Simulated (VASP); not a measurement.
# NiPtS2 (Cmcm) in VASP: single point with PBE

Aim: the single point of NiPtS2 with PBE.

Program: VASP 6.6.1. These are calculated values, not measurements. Logs are shortened: lines on timing, memory, paths and dates and some standing lists are left out, and cuts for length are marked.

### Step 1. Starting point

Symmetry: Cmcm, No. 63, orthorhombic system. The conventional cell has a = 5.887 Å, b = 9.434 Å, c = 4.881 Å, α = 90.00°, β = 90.00°, γ = 90.00°. S (site symmetry m) is surrounded by 2 Ni at 2.06 Å. Around Pt (site symmetry m2m) lie 8 S at 2.66 to 2.94 Å. Around Ni (site symmetry 2/m) lie 4 S at 2.06 Å.

The cell was built by a generator and needn't be a form met in nature.

### Step 2. Single point, PBE

The input, INCAR:

```
ALGO = Fast
EDIFF = 1E-6
ENCUT = 520
GGA = PE
ISIF = 2
ISMEAR = 1
LASPH = T
LCHARG = T
LELF = T
LREAL = F
LVHAR = T
LWAVE = F
NBANDS = 42
NELM = 100
PREC = Accurate
SIGMA = 0.0334
```

The input, KPOINTS:

```
k-points
0
Gamma
  5 5 5
```

The input, POSCAR:

```
NiPtS2
1.0
    2.9435474100      4.7168617000      0.0000000000
    2.9435474100     -4.7168617000      0.0000000000
    0.0000000000      0.0000000000     -4.8811047000
S Pt Ni
4 2 2
Direct
    0.3300000000      0.1700000000      0.7500000000
    0.6700000000      0.8300000000      0.2500000000
    0.1700000000      0.3300000000      0.2500000000
    0.8300000000      0.6700000000      0.7500000000
    0.3450000000      0.6550000000      0.7500000000
    0.6550000000      0.3450000000      0.2500000000
    0.0000000000      0.0000000000      0.0000000000
    0.0000000000      0.0000000000      0.5000000000
```

Potentials or basis: VASP PAW PBE potentials, release 64 (S, Pt, Ni).

Run with:

```console
> cat potpaw_PBE.64/S/POTCAR potpaw_PBE.64/Pt/POTCAR potpaw_PBE.64/Ni/POTCAR > POTCAR
> mpirun -np 1 vasp_std > vasp.out
```

OUTCAR:

```text
EDIFF = 1E-6
   ENCUT = 520
   GGA = PE
   ISIF = 2
   ISMEAR = 1
   LASPH = T
   LREAL = F
   NELM = 100
   PREC = Accurate

 ion  position               nearest neighbor table
   1  0.330  0.170  0.750-   7 2.06   8 2.06   5 2.66   5 2.90   6 2.94   6 2.94
   2  0.670  0.830  0.250-   7 2.06   8 2.06   6 2.66   6 2.90   5 2.94   5 2.94
   3  0.170  0.330  0.250-   7 2.06   8 2.06   6 2.66   6 2.90   5 2.94   5 2.94
   4  0.830  0.670  0.750-   7 2.06   8 2.06   5 2.66   5 2.90   6 2.94   6 2.94
   5  0.345  0.655  0.750-   1 2.66   4 2.66   1 2.90   4 2.90   2 2.94   2 2.94   3 2.94   3 2.94

   6  0.655  0.345  0.250-   2 2.66   3 2.66   3 2.90   2 2.90   4 2.94   1 2.94   4 2.94   1 2.94

   7  0.000  0.000  0.000-   1 2.06   2 2.06   3 2.06   4 2.06   8 2.44   8 2.44
   8  0.000  0.000  0.500-   1 2.06   2 2.06   3 2.06   4 2.06   7 2.44   7 2.44

  LATTYP: Found a base centered orthorhombic cell.
 ALAT       =     5.8870948200
 B/A-ratio  =     1.6024412190
 C/A-ratio  =     0.8291194297

  Lattice vectors:

 A1 = (   2.9435474100,   4.7168617000,   0.0000000000)
 A2 = (   2.9435474100,  -4.7168617000,   0.0000000000)
 A3 = (   0.0000000000,   0.0000000000,  -4.8811047000)

Analysis of symmetry for initial positions (statically):
=====================================================================
 Subroutine PRICEL returns:
 Original cell was already a primitive cell.

 Routine SETGRP: Setting up the symmetry group for a
 base centered orthorhombic supercell.

 Subroutine GETGRP returns: Found  8 space group operations
 (whereof  4 operations were pure point group operations)
 out of a pool of  8 trial point group operations.

The static configuration has the point symmetry C_2h.
 The point group associated with its full space group is D_2h.

Analysis of symmetry for dynamics (positions and initial velocities):
=====================================================================
 Subroutine PRICEL returns:
 Original cell was already a primitive cell.

 Routine SETGRP: Setting up the symmetry group for a
 base centered orthorhombic supercell.

 Subroutine GETGRP returns: Found  8 space group operations
 (whereof  4 operations were pure point group operations)
 out of a pool of  8 trial point group operations.

The dynamic configuration has the point symmetry C_2h.
 The point group associated with its full space group is D_2h.

 Subroutine INISYM returns: Found  8 space group operations
 (whereof  4 operations are pure point group operations),
 and found     1 'primitive' translations

----------------------------------------------------------------------------------------

                                     Primitive cell

  volume of cell :     135.5415

  direct lattice vectors                    reciprocal lattice vectors
     2.943547410  4.716861700  0.000000000     0.169863070  0.106002684  0.000000000
     2.943547410 -4.716861700  0.000000000     0.169863070 -0.106002684  0.000000000
     0.000000000  0.000000000 -4.881104700     0.000000000  0.000000000 -0.204871655

  length of vectors
     5.559969033  5.559969033  4.881104700     0.200224952  0.200224952  0.204871655

  position of ions in fractional coordinates (direct lattice)
     0.330000000  0.170000000  0.750000000
     0.670000000  0.830000000  0.250000000
     0.170000000  0.330000000  0.250000000
     0.830000000  0.670000000  0.750000000
     0.345000000  0.655000000  0.750000000
     0.655000000  0.345000000  0.250000000
     0.000000000  0.000000000  0.000000000
     0.000000000  0.000000000  0.500000000

  ion indices of the primitive-cell ions
   primitive index   ion index
                 1           1
                 2           2
                 3           3
                 4           4
                 5           5
                 6           6
                 7           7
                 8           8

----------------------------------------------------------------------------------------

 KPOINTS: k-points

Automatic generation of k-mesh.
 Grid dimensions read from file:
 generate k-points for:    5    5    5

 Generating k-lattice:

  Cartesian coordinates                     Fractional coordinates (reciprocal lattice)
     0.033972614  0.021200537  0.000000000     0.200000000  0.000000000  0.000000000
     0.033972614 -0.021200537  0.000000000     0.000000000  0.200000000  0.000000000
     0.000000000  0.000000000 -0.040974331     0.000000000  0.000000000  0.200000000

  Length of vectors
     0.040044990  0.040044990  0.040974331

  Shift w.r.t. Gamma in fractional coordinates (k-lattice)
     0.000000000  0.000000000  0.000000000

 Subroutine IBZKPT returns following result:
 ===========================================

 Found     27 irreducible k-points:

 Following reciprocal coordinates:
            Coordinates               Weight
  0.000000  0.000000  0.000000      1.000000
  0.200000  0.000000  0.000000      4.000000
  0.400000  0.000000  0.000000      4.000000
  0.200000  0.200000  0.000000      2.000000
  0.400000  0.200000  0.000000      4.000000
 -0.400000  0.200000  0.000000      4.000000
[... 16 lines left out ...]
  0.400000  0.200000  0.400000      8.000000
 -0.400000  0.200000  0.400000      8.000000
 [... further k-points ...]
   k-points           NKPTS =     27   k-points in BZ     NKDIM =     27   number of bands    NBANDS=     42
   number of dos      NEDOS =    301   number of ions     NIONS =      8
   total plane-waves  NPLWV =  63504
   dimension x,y,z NGX =    42 NGY =   42 NGZ =   36
   dimension x,y,z NGXF=    84 NGYF=   84 NGZF=   72
   ions per type =               4   2   2
   NGX,Y,Z   is equivalent  to a cutoff of  12.56, 12.56, 12.26 a.u.
   NGXF,Y,Z  is equivalent  to a cutoff of  25.12, 25.12, 24.52 a.u.
 SYSTEM =  unknown system
   PREC   = accura    normal or accurate (medium, high low for compatibility)
   ISTART =      0    job   : 0-new  1-cont  2-samecut
   ICHARG =      2    charge: 1-file 2-atom 10-const
   ISPIN  =      1    spin polarized calculation?
   LNONCOLLINEAR =      F non collinear calculations
   LSORBIT =      F    spin-orbit coupling
   LASPH  =      T    aspherical Exc in radial PAW
   ENCUT  =  520.0 eV  38.22 Ry    6.18 a.u.  10.34 10.34  9.08*2*pi/ulx,y,z
   NELM   =    100;   NELMIN=  2; NELMDL= -5     # of ELM steps
   EDIFF  = 0.1E-05   stopping-criterion for ELM
   LREAL  =      F    real-space projection
   EDIFFG = 0.1E-04   stopping-criterion for IOM
   NSW    =      0    number of steps for IOM
   IBRION =     -1    ionic relax: 0-MD 1-quasi-New 2-CG
   NFREE  =      0    steps in history (QN), initial steepest desc. (CG)
   ISIF   =      2    stress and relaxation
   ISYM   =      2    0-nonsym 1-usesym 2-fastsym
   POTIM  = 0.5000    time-step for ionic-motion
   TEBEG  =    0.0;   TEEND  =   0.0 temperature during run
   PSTRESS=    0.0 pullay stress
   NELECT =      64.0000    total number of electrons
   NUPDOWN=      -1.0000    fix difference up-down
   EMIN   =  10.00;   EMAX   =-10.00  energy-range for DOS
   EFERMI =   0.00;   METHOD = LEGACY
   ISMEAR =     1;   SIGMA  =   0.03  broadening in eV -4-tet -1-fermi 0-gaus
   EFERMI_NEDOS =   21; number of points for ismear=-14 and -15
   IALGO  =     68    algorithm
   IMIX   =      4    mixing-type and parameters
     AMIX     =   0.40;   BMIX     =  1.00
     AMIX_MAG =   1.60;   BMIX_MAG =  1.00
  volume/ion in A,a.u.               =      16.94       114.33
  Fermi-wavevector in a.u.,A,eV,Ry     =   1.274806  2.409034 22.111236  1.625130
  Thomas-Fermi vector in A             =   2.407553
   LORBIT       =      0    0 simple, 1 ext, 2 COOP (PROOUT), +10 PAW based schemes
   GGA     = PE    functional components
   LHFCALC =     F    Hartree Fock is set to
   AEXX    =    0.0000 exact exchange contribution
   IVDW    =     0    specifies the selected vdW correction
   LEPSILON=     F    determine dielectric tensor
   LRPA    =     F    only Hartree local field effects (RPA)
 non-spin polarized calculation
 RMM-DIIS sequential band-by-band and
 Methfessel and Paxton  Order N= 1 SIGMA  =   0.03
  energy-cutoff  :      520.00
  volume of cell :      135.54
 maximum number of plane-waves:      3666
 NGX is ok and might be reduce to    42
   NGX = 21   NGY = 21   NGZ = 19

 number of electron      64.0000001 magnetization

 Free energy of the ion-electron system (eV)
  ---------------------------------------------------
  ext. energy  EPLUGINS =         0.00000000
  ---------------------------------------------------
  free energy    TOTEN  =       -35.83418068 eV

  energy without entropy =      -35.83401784  energy(sigma->0) =      -35.83412640

 E-fermi :   6.7141     XC(G=0): -10.9391

 val. band max:        6.7076745840   @ k =   0.0000   0.0000   0.4000
 cond. band min:       6.7168154430   @ k =   0.2000   0.2000   0.0000
 fundamental gap:      0.0091408591
 Fermi energy:         6.7141000356

 k-point     1 :       0.0000    0.0000    0.0000
  band No.  band energies     occupation
      1      -8.9738      2.00000
      2      -6.9178      2.00000
      3      -6.6375      2.00000
      4      -5.9324      2.00000
      5      -1.1473      2.00000
      6      -0.3709      2.00000
[... 34 lines left out ...]
     41      12.9254      0.00000
     42      13.3613      0.00000

 k-point     2 :       0.2000    0.0000    0.0000
  band No.  band energies     occupation
      1      -8.8415      2.00000
      2      -7.1421      2.00000
      3      -6.5777      2.00000
      4      -5.9996      2.00000
      5      -0.7646      2.00000
      6      -0.3017      2.00000
[... 979 lines left out ...]
     41      12.8918      0.00000
     42      13.2550      0.00000

 k-point    24 :      -0.4000    0.2000    0.4000
  band No.  band energies     occupation
      1      -8.1003      2.00000
      2      -7.4524      2.00000
      3      -6.7903      2.00000
      4      -6.4156      2.00000
      5      -0.3685      2.00000
      6      -0.2168      2.00000
[... 34 lines left out ...]
     41      12.9278      0.00000
     42      13.1146      0.00000

 [... further k-points ...]

------------------------ aborting loop because EDIFF is reached ----------------------------------------

  FORCE on cell =-STRESS in cart. coord.  units (eV):
  Direction    XX          YY          ZZ          XY          YZ          ZX
  --------------------------------------------------------------------------------------
  -------------------------------------------------------------------------------------
  Total       16.4798823     -7.8082794     14.3221943      0.0000000      0.0000000      0.0000000
  in kB      194.8015420    -92.2982846    169.2964486      0.0000000      0.0000000      0.0000000
  external PRESSURE =      90.5999020 kB  Pullay stress =       0.0000000 kB

 VOLUME and BASIS-vectors are now :
 -----------------------------------------------------------------------------
  energy-cutoff  :      520.00
  volume of cell :      135.54
      direct lattice vectors                 reciprocal lattice vectors
     2.943547410  4.716861700  0.000000000     0.169863070  0.106002684  0.000000000
     2.943547410 -4.716861700  0.000000000     0.169863070 -0.106002684  0.000000000
     0.000000000  0.000000000 -4.881104700     0.000000000  0.000000000 -0.204871655

 POSITION                                       TOTAL-FORCE (eV/Angst)
 -----------------------------------------------------------------------------------
      1.47177      0.75470     -3.66083         2.628395      1.808805     -0.000000
      4.41532     -0.75470     -1.22028        -2.628395     -1.808805      0.000000
      1.47177     -0.75470     -1.22028         2.628395     -1.808805      0.000000
      4.41532      0.75470     -3.66083        -2.628395      1.808805     -0.000000
      2.94355     -1.46223     -3.66083         0.000000      0.393795     -0.000000
      2.94355      1.46223     -1.22028         0.000000     -0.393795      0.000000
      0.00000      0.00000      0.00000         0.000000     -0.000000     -0.000000
      0.00000      0.00000     -2.44055         0.000000     -0.000000     -0.000000
 -----------------------------------------------------------------------------------
    total drift:                                0.000000      0.000000      0.000000

  FREE ENERGIE OF THE ION-ELECTRON SYSTEM (eV)
  ---------------------------------------------------
  free  energy   TOTEN  =       -35.8341806834 eV

  energy  without entropy=      -35.8340178428  energy(sigma->0) =      -35.83412640
```

Wall time 2.8 min (1 thread of Intel Xeon Platinum 8488C (Sapphire Rapids), shared host); peak memory 0.32 GiB.

What came out:

```yaml
Free_energy: -35.8342 eV
Pressure: 9.1 GPa
Largest_force: 3.191 eV/Å
Band_gap_on_the_k_mesh: none (metal or under the smearing width)
```

Forces in eV/Å, atoms in the order of the input:
```
S    2.628  1.809  0.000
S   -2.628 -1.809  0.000
S    2.628 -1.809  0.000
S   -2.628  1.809  0.000
Pt   0.000  0.394  0.000
Pt   0.000 -0.394  0.000
Ni   0.000  0.000  0.000
Ni   0.000  0.000  0.000
```

Caveat: the run has no spin polarisation, though such a crystal can be magnetic; forces of over 1 eV/Å show positions far from the minimum, so gaps and moduli don't describe the material at rest.
